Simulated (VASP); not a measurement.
Energy against volume of V (bcc). Level of theory: PBE GGA with D3 dispersion (zero damping), VASP's PBE PAW potentials (set 64) (plane waves; VASP). Run with 520 eV cut-off, 17×17×17 Γ-centred mesh, first-order Methfessel-Paxton smearing of 0.10 eV, potentials V_sv.

```csv
V (Å³/atom),E (eV/atom)
12.151,-9.48379
12.539,-9.50859
12.927,-9.51675
13.314,-9.51063
```

Question: Fit these four points and predict the energy of the run at 13.702 Å³/atom.

Answer: A cubic in V^(−2/3), the third-order Birch-Murnaghan form, passes through the four points with V0 = 12.94 Å³/atom and B0 = 195 GPa, and gives -9.4922 eV/atom there. The run gave -9.4921 eV/atom, +0.1 meV/atom from the fit; all five points give B0 = 196 GPa.

The compound is V in the bcc structure. It was relaxed first, which changed the volume by -7 %. The run is not spin-polarised, so no magnetic state was tried.
